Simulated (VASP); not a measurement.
Write the native input for VASP 6.6.1 that does the following.

```yaml
Task: relaxation of cell and atoms
Functional: LDA
Potentials_or_basis: VASP PAW LDA potentials, release 64 (Sn_d, As)
Cutoff: 520 eV
k_mesh: 10 × 10 × 10
Occupations: gaussian, width 0.02 eV
Spin: no spin polarisation
Further_INCAR_settings: ALGO = Fast; EDIFF = 1e-07; IBRION = 2; EDIFFG = -0.002; NSW = 80; ISIF = 3
```

The structure of SnAs lies in POSCAR:

```
SnAs
1.0
    0.0000000000      2.8405000000      2.8405000000
    2.8405000000      0.0000000000      2.8405000000
    2.8405000000      2.8405000000      0.0000000000
Sn As
1 1
Direct
    0.0000000000      0.0000000000      0.0000000000
    0.5000000000      0.5000000000      0.5000000000
```

One way to write it, as run:

INCAR

```
SYSTEM = SnAs
PREC = Accurate ; ENCUT = 520
EDIFF = 1E-7 ; ISMEAR = 0
SIGMA = 0.02 ; LREAL = .FALSE.
LASPH = .TRUE. ; NELM = 80
ALGO = Fast ; ISIF = 3
LWAVE = .FALSE. ; LCHARG = .FALSE.
GGA = CA ; IBRION = 2
NSW = 80 ; EDIFFG = -0.002
```

KPOINTS

```
Automatic mesh
0
G
  10 10 10
  0 0 0
```

Potentials or basis: VASP PAW LDA potentials, release 64 (Sn_d, As).

Run with:

```bash
$ cat potpaw_LDA.64/Sn_d/POTCAR potpaw_LDA.64/As/POTCAR > POTCAR
$ mpirun -np 1 vasp_std > vasp.out
```

It gave:

```
Relaxed volume                         : 22.85 Å³/atom
Relaxed cell                           : a = 4.013 Å, b = 4.013 Å, c = 4.013 Å, α = 60.00°, β = 60.00°, γ = 60.00°
Space group after relaxing (to 0.05 Å) : Fm-3m (No. 225)
Energy gained by relaxing              : 0.0 meV/atom
Ionic steps                            : 3
Pressure after relaxing                : 0.0 GPa
Band gap on the k mesh                 : none (metal or under the smearing width)
```

Wall time 68 s on 1 thread of Intel(R) Xeon(R) Platinum 8375C CPU @ 2.90GHz (Ice Lake) (shared host), peak memory 0.17 GiB.
